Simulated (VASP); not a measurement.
Input:

```xyz
6
Lattice="-3.1517 3.1517 2.8164 3.1517 -3.1517 2.8164 3.1517 3.1517 -2.8164" Properties=species:S:1:pos:R:3 pbc="T T T"
Mg     2.0103     1.1413     2.8164
Mg     1.1413     2.0103     0.0000
Mg    -1.1413     2.0103     2.8164
Mg     4.2930     1.1413     0.0000
Pt     0.0000     0.0000     1.4082
Pt     0.0000     0.0000     4.2246
```

Computed with LDA (Ceperley-Alder, Perdew-Zunger), VASP's LDA PAW potentials (set 64) (plane waves; VASP 6.6.1). Numerical set-up: 300 eV cut-off, 5×5×5 Γ-centred mesh, Fermi-Dirac smearing of 0.10 eV, potentials Mg Pt.

At this cut-off the stress carries a Pulay error, which pulls relaxed volumes low. Unless said otherwise, spin-orbit coupling is left out, though it shifts the bands of the heavy elements here.

Task: What does the run give for the energy per atom (σ→0), pressure, band gap (on the k-mesh) with the smallest direct gap where there is one?

Result: 
```json
{
 "band gap (on the k-mesh)": "none (metal, semimetal or under 0.01 eV)",
 "energy per atom (σ→0)": "-4.455 eV/atom",
 "pressure": "-3.83 GPa"
}
```

Total energies compare only between runs with the same potentials, cut-off and functional.

The structure comes from a computed database's Mg2Pt entry (I4/mcm); how it stands against other phases isn't given here. The cell was not relaxed at this level.
